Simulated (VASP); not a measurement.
# RbOsCl3: structure and properties in VASP, part 3 of 5

Wanted: the relaxed cell of RbOsCl3 and its properties. The cell is invented: it takes the structure of a Materials Project entry for RbPdCl3 (space group 221 there), with some of its atoms replaced by other elements, volume scaled by an estimate. It may not be a known or stable phase. Left out of this account: 1 further run (relaxation: a spoilt try).

VASP 6.6.1, plane waves and PAW; the level of theory is named at each step.

Still holding for the runs below: This run has no spin polarisation, although Os can carry a moment.

So far. Step 3 (Relaxing cell and atoms (RPBE)): It ends with forces that vanish by symmetry and a pressure of 0.01 GPa. Step 4 (Single point with fields (RPBE)): In this run the pressure is 0.01 GPa, small enough to go on.

**5. Bands along the symmetry lines (RPBE)**

Level of this step: RPBE, no spin polarisation; plane waves and PAW (Os, Rb_sv, Cl); invented cell (VASP).

The mesh alone shows little of the dispersion and can miss band extrema, so KPOINTS_OPT adds a path through the symmetry points after the self-consistent cycle.

INCAR reads:

```
SYSTEM = RbOsCl3
PREC = Accurate
ENCUT = 400
EDIFF = 1E-06
NELM = 100
ISMEAR = -1
SIGMA = 0.05
LREAL = .FALSE.
ALGO = Normal
GGA = RP
NBANDS = 34
LORBIT = 11
LWAVE = .FALSE.
LCHARG = .FALSE.
KPAR = 2
```

POSCAR reads:

```
RbOsCl3
1.0
    5.0005640554      0.0000000000      0.0000000000
    0.0000000000      5.0005640554      0.0000000000
    0.0000000000      0.0000000000      5.0005640554
Os Rb Cl
1 1 3
Direct
    0.5000000000      0.5000000000      0.5000000000
    0.0000000000      0.0000000000      0.0000000000
    0.0000000000      0.5000000000      0.5000000000
    0.5000000000      0.0000000000      0.5000000000
    0.5000000000      0.5000000000      0.0000000000
```

KPOINTS reads:

```
Automatic mesh
0
Gamma
5 5 5
0 0 0
```

KPOINTS_OPT reads:

```
Line mode
16
Line-mode
Reciprocal
  0.00000000   0.00000000   0.00000000 GAMMA
  0.00000000   0.50000000   0.00000000 X

  0.00000000   0.50000000   0.00000000 X
  0.50000000   0.50000000   0.00000000 M

  0.50000000   0.50000000   0.00000000 M
  0.00000000   0.00000000   0.00000000 GAMMA

  0.00000000   0.00000000   0.00000000 GAMMA
  0.50000000   0.50000000   0.50000000 R

  0.50000000   0.50000000   0.50000000 R
  0.00000000   0.50000000   0.00000000 X

  0.50000000   0.50000000   0.00000000 M
  0.50000000   0.50000000   0.50000000 R
```

Potentials, in the order of the species: Os, Rb_sv and Cl (PBE family, release 64).

Command:

```console
$ mpirun -np 2 vasp_std
```

The log of the run:

```text
[... set-up lines as in an earlier step ...]
 entering main loop
       N       E                     dE             d eps       ncg     rms          rms(c)
DAV:   1     0.197749072193E+03    0.19775E+03   -0.14614E+04   680   0.814E+02
DAV:   2    -0.359270955099E+01   -0.20134E+03   -0.19068E+03   834   0.211E+02
DAV:   3    -0.188772072364E+02   -0.15284E+02   -0.15044E+02   932   0.561E+01
DAV:   4    -0.192512179075E+02   -0.37401E+00   -0.37343E+00  1040   0.838E+00
DAV:   5    -0.192562005635E+02   -0.49827E-02   -0.49823E-02   926   0.808E-01    0.149E+01
DAV:   6    -0.185419008267E+02    0.71430E+00   -0.17267E+00   974   0.676E+00    0.826E+00
DAV:   7    -0.185586355071E+02   -0.16735E-01   -0.20755E-01   840   0.231E+00    0.463E+00
DAV:   8    -0.185724879138E+02   -0.13852E-01   -0.30765E-02   834   0.952E-01    0.389E-01
DAV:   9    -0.185724262028E+02    0.61711E-04   -0.24729E-03   984   0.282E-01    0.194E-01
DAV:  10    -0.185733479790E+02   -0.92178E-03   -0.17729E-03   756   0.208E-01    0.983E-02
DAV:  11    -0.185734094387E+02   -0.61460E-04   -0.11091E-04   862   0.599E-02    0.360E-02
DAV:  12    -0.185734309646E+02   -0.21526E-04   -0.31019E-05   792   0.273E-02    0.762E-03
DAV:  13    -0.185734330714E+02   -0.21068E-05   -0.25630E-06   844   0.811E-03    0.575E-03
DAV:  14    -0.185734336529E+02   -0.58149E-06   -0.73380E-07   634   0.461E-03
   1 F= -.18573434E+02 E0= -.18558544E+02  d E =-.297791E-01
 Start KPOINTS_OPT (optional k-point list driver)
k-point batch [1-10\96]
       N       E                     dE             ncg
DAV:   1     0.358987353720E+03   -0.14329E+04      680
DAV:   2    -0.164600532288E+04   -0.20050E+04      794
DAV:   3    -0.179363426686E+04   -0.14763E+03      920
DAV:   4    -0.179658889520E+04   -0.29546E+01     1024
DAV:   5    -0.179663384653E+04   -0.44951E-01      920
DAV:   6    -0.179663526487E+04   -0.14183E-02     1048
DAV:   7    -0.179663527543E+04   -0.10561E-04      928
DAV:   8    -0.179663527558E+04   -0.15473E-06      784
[...]
k-point batch [91-96\96]
       N       E                     dE             ncg
DAV:   1     0.436088792250E+04   -0.58396E+04      408
DAV:   2     0.309534254700E+04   -0.12655E+04      524
DAV:   3     0.300146464846E+04   -0.93878E+02      498
DAV:   4     0.299891363488E+04   -0.25510E+01      654
DAV:   5     0.299887906777E+04   -0.34567E-01      528
DAV:   6     0.299887794398E+04   -0.11238E-02      652
DAV:   7     0.299887793564E+04   -0.83412E-05      576
DAV:   8     0.299887793547E+04   -0.16675E-06      470
```

The job ended after 78 s (2 MPI ranks of Intel Xeon Platinum 8488C (Sapphire Rapids), shared host; peak memory 0.45 GiB).

From OUTCAR (step 5):

```text
   k-points           NKPTS =     10   k-points in BZ     NKDIM =     10   number of bands    NBANDS=     34

   NELECT =      38.0000    total number of electrons

 E-fermi :   3.0938

 k-point     1 :       0.0000    0.0000    0.0000
  band No.  band energies     occupation
    ...
     17       1.6307      2.00000
     18       1.6307      2.00000
     19       1.6307      2.00000
     20       2.5729      1.99994
     21       2.5729      1.99994
     22       4.5032      0.00000
     23       6.7291      0.00000
     24       7.7456      0.00000
     25       7.7456      0.00000
     26       9.6056      0.00000
    ...

  Total        0.0048544      0.0048544      0.0048544     -0.0000000      0.0000000     -0.0000000
  in kB        0.0622001      0.0622001      0.0622001     -0.0000000      0.0000000     -0.0000000
  external PRESSURE =       0.0622001 kB  Pullay stress =       0.0000000 kB

  FREE ENERGIE OF THE ION-ELECTRON SYSTEM (eV)
  ---------------------------------------------------
  free  energy   TOTEN  =       -18.5734336529 eV

  energy  without entropy=      -18.5436545050  energy(sigma->0) =      -18.55854408

[... 9 parts as in an earlier step ...]

[... 8 further parts left out ...]
```

Spin-orbit coupling is off here; with elements this heavy it splits and shifts levels by tenths of an eV or more.

Numbers from this step:

* bands: 34
* pressure: 0.006220 GPa

The electronic bands at the labelled points (eV, zero at the Fermi level; # counts the bands kept, so #1 is VASP's band 8):

| point | #9 | #10 | #11 | #12 | #13 | #14 | #15 | #16 |
| --- | --- | --- | --- | --- | --- | --- | --- | --- |
| Γ | -3.19 | -1.46 | -1.46 | -1.46 | -0.52 | -0.52 | 1.41 | 3.64 |
| 0.53 of the way | -3.33 | -1.45 | -0.71 | -0.71 | -0.52 | 0.19 | 3.16 | 4.46 |
| X | -3.37 | -1.43 | -0.52 | -0.19 | -0.19 | 0.32 | 5.40 | 5.56 |
| 0.53 of the way | -3.07 | -0.70 | -0.21 | -0.19 | 0.02 | 2.09 | 5.82 | 5.99 |
| M | -2.78 | -0.18 | -0.18 | -0.18 | 0.28 | 3.61 | 6.55 | 6.57 |
| 0.47 of the way | -3.18 | -0.73 | -0.68 | -0.37 | -0.23 | 1.57 | 3.85 | 5.08 |
| Γ | -3.19 | -1.46 | -1.46 | -1.46 | -0.52 | -0.52 | 1.41 | 3.64 |
| 0.47 of the way | -3.19 | -0.59 | -0.48 | -0.48 | 1.16 | 1.16 | 3.80 | 5.04 |
| R | -2.76 | 0.33 | 0.33 | 0.33 | 3.61 | 3.61 | 4.81 | 4.81 |
| 0.47 of the way | -3.01 | -0.34 | 0.01 | 0.06 | 1.50 | 2.36 | 5.50 | 5.62 |
| X | -3.37 | -1.43 | -0.52 | -0.19 | -0.19 | 0.32 | 5.40 | 5.56 |
| jump to M | -2.78 | -0.18 | -0.18 | -0.18 | 0.28 | 3.61 | 6.55 | 6.57 |
| 0.47 of the way | -2.77 | 0.00 | 0.00 | 0.30 | 1.43 | 3.61 | 5.59 | 5.65 |
| R | -2.76 | 0.33 | 0.33 | 0.33 | 3.61 | 3.61 | 4.81 | 4.81 |

Of the projections kept (Os, Rb, Cl), the largest for each band there; the rest of the weight can lie on other orbitals:

| point | #9 | #10 | #11 | #12 | #13 | #14 | #15 | #16 |
| --- | --- | --- | --- | --- | --- | --- | --- | --- |
| Γ | Cl 0.97 | Os 1.00 | Os 1.00 | Os 1.00 | Os 0.96 | Os 0.96 | Os 0.82 | Rb 0.53 |
| X | Cl 0.98 | Os 1.00 | Os 0.96 | Os 0.82 | Os 0.82 | Os 0.90 | Cl 0.52 | Os 0.55 |
| M | Cl 1.00 | Os 0.82 | Os 0.82 | Os 0.94 | Os 0.88 | Os 0.68 | Rb 0.64 | Os 0.55 |
| Γ | Cl 0.97 | Os 1.00 | Os 1.00 | Os 1.00 | Os 0.96 | Os 0.96 | Os 0.82 | Rb 0.53 |
| R | Cl 1.00 | Os 0.86 | Os 0.86 | Os 0.86 | Os 0.68 | Os 0.68 | Os 0.38 | Os 0.38 |
| X | Cl 0.98 | Os 1.00 | Os 0.96 | Os 0.82 | Os 0.82 | Os 0.90 | Cl 0.52 | Os 0.55 |

There is no gap at this level.

**6. Density of states (RPBE)**

Here the states are counted by energy and projected on the atoms. The mesh is finer than in the run before.

INCAR, as its differences from that of step 5:

```diff
@@ -5,3 +5,3 @@
 NELM = 100
-ISMEAR = -1
+ISMEAR = -5
 SIGMA = 0.05
@@ -15 +15,2 @@
 KPAR = 2
+NEDOS = 2001
```

POSCAR is that of step 5.

KPOINTS reads:

```
Automatic mesh
0
Gamma
7 7 7
0 0 0
```

Command:

```console
$ mpirun -np 2 vasp_std
```

The log of the run:

```text
[... set-up lines as in an earlier step ...]
 entering main loop
       N       E                     dE             d eps       ncg     rms          rms(c)
DAV:   1     0.199220353358E+03    0.19922E+03   -0.14610E+04  1360   0.811E+02
DAV:   2    -0.314145860363E+01   -0.20236E+03   -0.19164E+03  1632   0.213E+02
DAV:   3    -0.188160144297E+02   -0.15675E+02   -0.15486E+02  1842   0.566E+01
DAV:   4    -0.191589343553E+02   -0.34292E+00   -0.34245E+00  2078   0.831E+00
DAV:   5    -0.191629865433E+02   -0.40522E-02   -0.40531E-02  1818   0.756E-01    0.146E+01
DAV:   6    -0.184318167793E+02    0.73117E+00   -0.16853E+00  1886   0.674E+00    0.817E+00
DAV:   7    -0.184507758392E+02   -0.18959E-01   -0.20817E-01  1672   0.229E+00    0.464E+00
DAV:   8    -0.184661050321E+02   -0.15329E-01   -0.32893E-02  1596   0.987E-01    0.486E-01
DAV:   9    -0.184657142973E+02    0.39073E-03   -0.26463E-03  2006   0.299E-01    0.201E-01
DAV:  10    -0.184665988387E+02   -0.88454E-03   -0.17903E-03  1484   0.209E-01    0.105E-01
DAV:  11    -0.184666488981E+02   -0.50059E-04   -0.10845E-04  1780   0.594E-02    0.410E-02
DAV:  12    -0.184666695460E+02   -0.20648E-04   -0.25290E-05  1522   0.250E-02    0.727E-03
DAV:  13    -0.184666713410E+02   -0.17949E-05   -0.29213E-06  1656   0.846E-03    0.527E-03
DAV:  14    -0.184666723317E+02   -0.99077E-06   -0.73961E-07  1268   0.444E-03
   1 F= -.18466672E+02 E0= -.18466672E+02  d E =0.000000E+00
 -----------------------------------------------------------------------------
|                                                                             |
|           W    W    AA    RRRRR   N    N  II  N    N   GGGG   !!!           |
|           W    W   A  A   R    R  NN   N  II  NN   N  G    G  !!!           |
|           W    W  A    A  R    R  N N  N  II  N N  N  G       !!!           |
|           W WW W  AAAAAA  RRRRR   N  N N  II  N  N N  G  GGG   !            |
|           WW  WW  A    A  R   R   N   NN  II  N   NN  G    G                |
|           W    W  A    A  R    R  N    N  II  N    N   GGGG   !!!           |
|                                                                             |
|     Tetrahedron method does not include variations of the Fermi             |
|     occupations, so forces and stress will be inaccurate. We suggest        |
|     using a different smearing scheme ISMEAR = 1 or 2 for metals in         |
|     relaxations.                                                            |
|                                                                             |
 -----------------------------------------------------------------------------
```

Elapsed: 30 s, on 2 MPI ranks; peak memory 0.45 GiB; 57 s of CPU time.

Parts of OUTCAR (step 6):

```text
   k-points           NKPTS =     20   k-points in BZ     NKDIM =     20   number of bands    NBANDS=     34

   NELECT =      38.0000    total number of electrons

 E-fermi :   3.1171

 k-point     1 :       0.0000    0.0000    0.0000
  band No.  band energies     occupation
    ...
     17       1.6202      2.00000
     18       1.6202      2.00000
     19       1.6202      2.00000
     20       2.5536      2.02527
     21       2.5536      2.54654
     22       4.4925      0.00000
     23       6.7293      0.00000
     24       7.7471      0.00000
     25       7.7471      0.00000
     26       9.6111      0.00000
    ...

  Total       -0.0165689     -0.0165689     -0.0165689     -0.0000000     -0.0000000      0.0000000
  in kB       -0.2122981     -0.2122981     -0.2122981     -0.0000000     -0.0000000      0.0000000
  external PRESSURE =      -0.2122981 kB  Pullay stress =       0.0000000 kB

  FREE ENERGIE OF THE ION-ELECTRON SYSTEM (eV)
  ---------------------------------------------------
  free  energy   TOTEN  =       -18.4666723317 eV

  energy  without entropy=      -18.4666723317  energy(sigma->0) =      -18.46667233

[... 7 parts as in an earlier step ...]

[... 10 further parts left out ...]
```

The DOS at the Fermi level is high for the number of transition-metal atoms. It is one value on this mesh and may be a narrow spike; if it stands, a magnetic instability is possible, which a run without spin can't show. With tetrahedra the forces and stress of a metal are not exact derivatives of the energy.

Numbers from this step:

| Quantity | Value |
| --- | --- |
| irreducible k-points | 20 |
| free energy (TOTEN) | -18.47 eV |
| Fermi energy | 3.117 eV |
| pressure | -0.02123 GPa |
| DOS at the Fermi level | 6.224 states/eV/cell |

The density of states has structure finer than the step of the table below, so its rows give means over 1 eV, whole bins alone (the curve runs from -12.0 to 7.47 eV). Peaks (eV: height): total -10.9: 68.2, -6.1: 21.8, -3.4: 12.8, -0.3: 14.5; Cl p -6.1: 10.1, -5.5: 3.42, -5.3: 4.59, -3.4: 8.35; Os d -6.1: 7.41, -0.3: 10.6, 3.2: 1.65; Rb p -10.9: 60.1.

States under -12.0 eV and over 7.5 eV are left out; flat bands give spikes narrower than the energy grid, so sums over such rows miss the true count of states. The density of states by energy, zero at the Fermi level; means over each step; values in states/eV/cell:

| energy (eV) | total | Cl p | Os d | Rb p |
| --- | --- | --- | --- | --- |
| -11 | 4.60 | 0.0109 | 0.00110 | 4.04 |
| -10 | 0 | 0 | 0 | 0 |
| -9 | 0 | 0 | 0 | 0 |
| -8 | 0.0188 | 0.00818 | 1.4e-4 | 0 |
| -7 | 1.43 | 0.648 | 0.116 | 3.4e-4 |
| -6 | 3.35 | 1.62 | 0.792 | 0.00549 |
| -5 | 5.26 | 2.66 | 0.526 | 0.0447 |
| -4 | 4.98 | 2.87 | 0.317 | 0.0305 |
| -3 | 3.95 | 2.64 | 0.0468 | 0.00833 |
| -2 | 0.00149 | 2.9e-5 | 0.00116 | 0 |
| -1 | 2.26 | 0.197 | 1.67 | 5.7e-4 |
| 0 | 5.43 | 0.572 | 4.01 | 0.00303 |
| 1 | 1.00 | 0.119 | 0.609 | 0 |
| 2 | 0.912 | 0.156 | 0.490 | 0 |
| 3 | 0.768 | 0.164 | 0.358 | 0 |
| 4 | 0.521 | 0.0683 | 0.0310 | 0.00170 |
| 5 | 2.66 | 0.265 | 0.106 | 0.0127 |
| 6 | 4.36 | 0.268 | 0.0617 | 0.0407 |

The finer mesh and the other smearing move the Fermi level by +0.02 eV from the 5×5×5 run, a small shift, which tests the Fermi level alone. Of the states within 0.3 eV of the Fermi level, the largest shares in the PAW spheres are Os d 74 % and Cl p 11 %. The rest lies in smaller channels or between the spheres.

**7. A semilocal run for the hybrid's start**

This step: PBE, no spin polarisation; plane waves and PAW (Os, Rb_sv, Cl); invented cell (VASP 6.6.1).

A hybrid converges badly from random orbitals, so a cheap semilocal run writes a WAVECAR on the same mesh first.

INCAR reads:

```
SYSTEM = RbOsCl3
PREC = Accurate
ENCUT = 400
EDIFF = 1E-05
NELM = 100
ISMEAR = -1
SIGMA = 0.05
LREAL = .FALSE.
ALGO = Normal
GGA = PE
NBANDS = 25
LORBIT = 11
LWAVE = .TRUE.
LCHARG = .FALSE.
KPAR = 2
```

POSCAR is that of step 6.

KPOINTS reads:

```
Automatic mesh
0
Gamma
3 3 3
0 0 0
```

Command:

```console
$ mpirun -np 2 vasp_std
```

The log of the run:

```text
[banner, memory and clock lines left out]
running    2 mpi-ranks, on    1 nodes
 distrk:  each k-point on    1 cores,    2 groups
 distr:  one band on    1 cores,    1 groups

 POSCAR found type information on POSCAR OsRbCl
 POSCAR found :  3 types and       5 ions
 LDA part: xc-table for (Slater+PW92), standard interpolation
 POSCAR, INCAR and KPOINTS ok, starting setup
 FFT: planning ... GRIDC
 FFT: planning ... GRID_SOFT
 FFT: planning ... GRID
 WAVECAR not read
 entering main loop
       N       E                     dE             d eps       ncg     rms          rms(c)
DAV:   1     0.229072567654E+03    0.22907E+03   -0.15124E+04   200   0.111E+03
DAV:   2    -0.460617686828E+01   -0.23368E+03   -0.22825E+03   278   0.277E+02
DAV:   3    -0.203584940715E+02   -0.15752E+02   -0.15635E+02   248   0.691E+01
DAV:   4    -0.207935268306E+02   -0.43503E+00   -0.43327E+00   327   0.121E+01
DAV:   5    -0.208002655948E+02   -0.67388E-02   -0.67372E-02   247   0.120E+00    0.154E+01
DAV:   6    -0.201041985186E+02    0.69607E+00   -0.29685E+00   261   0.893E+00    0.863E+00
DAV:   7    -0.200996429637E+02    0.45556E-02   -0.17104E-01   238   0.266E+00    0.437E+00
DAV:   8    -0.201012061670E+02   -0.15632E-02   -0.21318E-02   260   0.869E-01    0.375E-01
DAV:   9    -0.201014644588E+02   -0.25829E-03   -0.19608E-03   245   0.280E-01    0.208E-01
DAV:  10    -0.201017407054E+02   -0.27625E-03   -0.64091E-04   209   0.163E-01    0.362E-02
DAV:  11    -0.201017495692E+02   -0.88638E-05   -0.37143E-05   255   0.412E-02
   1 F= -.20101750E+02 E0= -.20053230E+02  d E =-.970397E-01
 writing wavefunctions
```

The job ended after 7.2 s (2 MPI ranks; peak memory 0.39 GiB).

From OUTCAR (step 7):

```text
   k-points           NKPTS =      4   k-points in BZ     NKDIM =      4   number of bands    NBANDS=     25

   NELECT =      38.0000    total number of electrons

 E-fermi :   2.9148

 k-point     1 :       0.0000    0.0000    0.0000
  band No.  band energies     occupation
    ...
     17       1.5039      2.00000
     18       1.5039      2.00000
     19       1.5039      2.00000
     20       2.4796      1.99967
     21       2.4796      1.99967
     22       4.3377      0.00000
     23       6.2762      0.00000
     24       7.3511      0.00000
     25       7.3511      0.00000

  Total       -1.1701747     -1.1701747     -1.1701747      0.0000000     -0.0000000      0.0000000
  in kB      -14.9935443    -14.9935443    -14.9935443      0.0000000     -0.0000000      0.0000000
  external PRESSURE =     -14.9935443 kB  Pullay stress =       0.0000000 kB

  FREE ENERGIE OF THE ION-ELECTRON SYSTEM (eV)
  ---------------------------------------------------
  free  energy   TOTEN  =       -20.1017495692 eV

  energy  without entropy=      -20.0047098280  energy(sigma->0) =      -20.05322970

[... 7 parts as in an earlier step ...]

[... 8 further parts left out ...]
```

This step gave:

```yaml
scf_cycles: 11
bands: 25
irreducible_k_points: 4
free_energy_toten: -20.10 eV
energy_at_zero_smearing: -20.05 eV
fermi_energy: 2.915 eV
pressure: -1.499 GPa
```

The run ends at a pressure of -1.50 GPa.

(Continued in part 4 of 5.)

[Lines on the potential files, build, host, timing and source positions are cut from VASP's logs without a mark.]

[Logs are printed without paths, hosts, clocks, repeated set-up lines and the standing remarks that a program may print on its own settings, such as how far it seeks lower states.]

[Hosts, paths, dates, database ids (printed as entryN), source tags and the programs' standing remarks are cut or masked in the printed files.]

[A measured line is paired with the nearest computed mode of its activity, which favours agreement.]
